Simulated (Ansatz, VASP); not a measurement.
One calculation of Si3F4, two programs

INCAR

```
SYSTEM = Si3F4
PREC = Accurate
ENCUT = 520
EDIFF = 1E-6
ISMEAR = 0
SIGMA = 0.1
LREAL = .FALSE.
LASPH = .TRUE.
NELM = 100
ALGO = Normal
ISIF = 2
LWAVE = .FALSE.
LCHARG = .FALSE.
GGA = PE
NBANDS = 29
```

The input KPOINTS:

```
Automatic mesh
0
G
  6 6 4
  0 0 0
```

File POSCAR:

```
Si3F4
1.0
    5.2785567000      0.0000000000      0.0000000000
   -2.6392783500      4.5713642000      0.0000000000
    0.0000000000      0.0000000000      4.1717578600
Si F
3 4
Direct
    0.5000000000      0.0000000000      0.5000000000
    0.0000000000      0.5000000000      0.5000000000
    0.5000000000      0.5000000000      0.5000000000
    0.0000000000      0.0000000000      0.5000000000
    0.5000000000      0.0000000000      0.0000000000
    0.0000000000      0.5000000000      0.0000000000
    0.5000000000      0.5000000000      0.0000000000
```

Input for Ansatz:

```yaml
crystal:
  lattice:
    - [5.2785567, 0.0, 0.0]
    - [-2.63927835, 4.5713642, 0.0]
    - [0.0, 0.0, 4.17175786]
  atoms:
    - { symbol: Si, position: [0.5, 0.0, 0.5] }
    - { symbol: Si, position: [0.0, 0.5, 0.5] }
    - { symbol: Si, position: [0.5, 0.5, 0.5] }
    - { symbol: F, position: [0.0, 0.0, 0.5] }
    - { symbol: F, position: [0.5, 0.0, 0.0] }
    - { symbol: F, position: [0.0, 0.5, 0.0] }
    - { symbol: F, position: [0.5, 0.5, 0.0] }
basis:
  ecutwfc: 420
kpoints:
  mp_grid: { grid: [6, 6, 4] }
hamiltonian:
  xc: pbe
scf:
  occupations: { method: gaussian, width: 0.1 }
  lower_state_search: "off"
output:
  forces: true
  stress: true
  eigenvalues: true
```

Alike in both runs: task single point; functional PBE; k mesh 6 × 6 × 4; occupations gaussian, width 0.1 eV; no spin polarisation.

```csv
,VASP,Ansatz
version,VASP 6.6.1,Ansatz 0.2.0
potentials or method,"VASP PAW PBE potentials, release 64 (Si, F)","scalar-relativistic, plane waves, PAW"
plane-wave cutoff (eV),520,420
valence electrons in the cell,40,40
```

VASP gave:

```
gap on the k mesh at the Fermi level (eV)       : none
pressure (GPa)                                  : -6.8
largest component of the traceless stress (GPa) : 18.84
```

Problem. What did Ansatz give for the same quantities?

Solution. gap on the k mesh at the Fermi level (eV): none; pressure (GPa): -6.6; largest component of the traceless stress (GPa): 19.02.

A gap of «none» marks a metal or a gap that the smearing closes. With one functional, cell and mesh, what is left measures potentials, basis and numerics.

Caveats: the k mesh is coarse (spacing up to 0.38 Å⁻¹), so the values aren't converged.
